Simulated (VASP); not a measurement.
Calculation: PBE GGA, VASP's PBE PAW potentials (set 64) (plane waves; VASP 6.6.1).

The input files of a VASP run:

INCAR:
```
SYSTEM=Sc
PREC=Accurate; ENCUT=400; LREAL=.FALSE.
LASPH=.TRUE.; ISYM=-1
EDIFF=1E-6; NELM=100; ALGO=Normal
LMAXMIX=4
ISMEAR=1; SIGMA=0.1
GGA=PE
ISIF=2
LWAVE=.FALSE.; LCHARG=.FALSE.
```

**POSCAR**
```
Sc
1.0
  1.6819790000  -2.8532640000   0.0000000000
  1.6819790000   2.8532640000   0.0000000000
  0.0000000000   0.0000000000   5.1284800000
Sc
2
Direct
  0.3333330000   0.6666670000   0.2500000000
  0.6900580000   0.3567240000   0.7500000000
```

File KPOINTS:
```
Automatic mesh
0
Gamma
11 11 7
0 0 0
```

POTCAR, in this order: Sc_sv (PBE.64 set). Program: vasp_std.

What VASP printed:

### OSZICAR
```
       N       E                     dE             d eps       ncg     rms          rms(c)
DAV:   1     0.346848763274E+03    0.34685E+03   -0.99544E+03 25570   0.128E+03
DAV:   2     0.555839615545E+01   -0.34129E+03   -0.33657E+03 34877   0.657E+02
DAV:   3    -0.135657982434E+02   -0.19124E+02   -0.18543E+02 42114   0.169E+02
DAV:   4    -0.138683379301E+02   -0.30254E+00   -0.29258E+00 38789   0.204E+01
DAV:   5    -0.138740385895E+02   -0.57007E-02   -0.56971E-02 42605   0.253E+00    0.761E+00
DAV:   6    -0.126561297022E+02    0.12179E+01   -0.28700E+00 31794   0.219E+01    0.227E+00
DAV:   7    -0.125007113222E+02    0.15542E+00   -0.69733E-01 32830   0.985E+00    0.870E-01
DAV:   8    -0.124905076751E+02    0.10204E-01   -0.27948E-02 35821   0.248E+00    0.236E-01
DAV:   9    -0.124891277566E+02    0.13799E-02   -0.75916E-03 33263   0.106E+00    0.220E-02
DAV:  10    -0.124891437270E+02   -0.15970E-04   -0.11841E-04 42937   0.163E-01    0.949E-03
DAV:  11    -0.124891400495E+02    0.36775E-05   -0.15596E-05 35203   0.559E-02    0.491E-03
DAV:  12    -0.124891393796E+02    0.66982E-06   -0.52527E-06 27755   0.328E-02
   1 F= -.12489139E+02 E0= -.12489026E+02  d E =-.341260E-03
```

**OUTCAR**
```
------------------------ aborting loop because EDIFF is reached ----------------------------------------
  FORCE on cell =-STRESS in cart. coord.  units (eV):
  Direction    XX          YY          ZZ          XY          YZ          ZX
  --------------------------------------------------------------------------------------
  Total       -0.3165177      0.1524856      0.1821856     -0.1369443     -0.0000001     -0.0000009
  in kB      -10.3021375      4.9631604      5.9298478     -4.4573156     -0.0000026     -0.0000302
  external PRESSURE =       0.1969569 kB  Pullay stress =       0.0000000 kB
  volume of cell :       49.22
      direct lattice vectors                 reciprocal lattice vectors
     1.681979000 -2.853264000  0.000000000     0.297268872 -0.175237903  0.000000000
     1.681979000  2.853264000  0.000000000     0.297268872  0.175237903  0.000000000
     0.000000000  0.000000000  5.128480000     0.000000000  0.000000000  0.194989549
 POSITION                                       TOTAL-FORCE (eV/Angst)
 -----------------------------------------------------------------------------------
      1.68198      0.95109      1.28212         0.112811      0.031760      0.000002
      1.76067     -0.95109      3.84636        -0.112811     -0.031760     -0.000002
 -----------------------------------------------------------------------------------
    total drift:                                0.000086     -0.000136      0.000003
  FREE ENERGIE OF THE ION-ELECTRON SYSTEM (eV)
  ---------------------------------------------------
  free  energy   TOTEN  =       -12.4891393796 eV

  energy  without entropy=      -12.4887981193  energy(sigma->0) =      -12.48902563
```
(Selected blocks of OUTCAR.)

The compound is Sc in the hcp structure. The cell was not relaxed at this level, atoms are displaced from their ideal sites. The run is one of a series of settings (ISYM = -1 against the base run), some of them coarse on purpose.
